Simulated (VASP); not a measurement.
VASP input:

### KPOINTS
```
Automatic mesh
0
G
8 8 8
```

### INCAR
```
SYSTEM  =  BaS
PREC  =  Accurate; ENCUT  =  500; LREAL  =  .FALSE.
LASPH  =  .TRUE.
EDIFF  =  1E-6; NELM  =  100; ALGO  =  Normal
LMAXMIX  =  4
ISMEAR  =  0; SIGMA  =  0.05
GGA  =  PS
IBRION  =  2; NSW  =  40; ISIF  =  3
EDIFFG  =  -0.02; PSTRESS  =  300
LWAVE  =  .FALSE.; LCHARG  =  .FALSE.
```

### POSCAR
```
BaS
1.0
  0.0000000000   3.0196243366   3.0196243366
  3.0196243366   0.0000000000   3.0196243366
  3.0196243366   3.0196243366   0.0000000000
Ba S
1 1
Direct
  0.0000000000   0.0000000000   1.0000000000
  0.2500000000   0.2500000000   0.2500000000
```

POTCAR, in this order: Ba_sv S (PBE.64 set). Program: vasp_std.

Q: Translate this PBEsol calculation to Ansatz.

A: One equivalent input (not run):
Ansatz 0.2 input:
```yaml
crystal:
  lattice:
    - [0.0000000, 3.0196243, 3.0196243]
    - [3.0196243, 0.0000000, 3.0196243]
    - [3.0196243, 3.0196243, 0.0000000]
  atoms:
    - { symbol: Ba, position: [0.0000000, 0.0000000, 1.0000000] }
    - { symbol: S, position: [0.2500000, 0.2500000, 0.2500000] }
kpoints:
  mp_grid: { grid: [8, 8, 8] }
hamiltonian:
  xc: pbesol
  pseudopotentials: { kind: paw }
scf:
  occupations: { method: gaussian, width: 0.05 }
  max_iter: 100
relax:
  max_steps: 40
  f_tol: 0.02
  cell: { p_target: 30 }
output: { forces: true, stress: true, eigenvalues: true }
```
Limits of the translation: each code has its own PAW files, so the cut-off isn't converted (ENCUT is set for VASP's; basis.ecutwfc is left out, and Ansatz then takes the one that its files recommend); Ansatz stops its SCF on the density residual and VASP on the energy change (EDIFF).

The structure was generated: BaS was put into the zinc blende type (F-43m), which need not be its known phase. It was relaxed first under an external pressure of 30 GPa.
